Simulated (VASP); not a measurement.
Energy against volume of CuAu (L1_0). Level of theory: revPBE GGA, VASP's PBE PAW potentials (set 64) (plane waves; VASP 6.6.1). Run with 520 eV cut-off, 13×13×10 Γ-centred mesh, first-order Methfessel-Paxton smearing of 0.10 eV, potentials Cu Au.

Shape and ions are relaxed at each volume.

```
V (Å³/atom)  E (eV/atom)
-----------  -----------
14.426          -3.07729
14.886          -3.09690
15.346          -3.10302
15.807          -3.09815
```

Task: Fit these four points and predict the energy of the run at 16.267 Å³/atom.

Result: A cubic in V^(−2/3), the third-order Birch-Murnaghan form, passes through the four points with V0 = 15.36 Å³/atom and B0 = 126 GPa, and gives -3.0844 eV/atom there. The run gave -3.0844 eV/atom, +0.0 meV/atom from the fit; all five points give B0 = 126 GPa.

The compound is CuAu in the L1_0 structure. It was relaxed first, which changed the volume by +7 %.
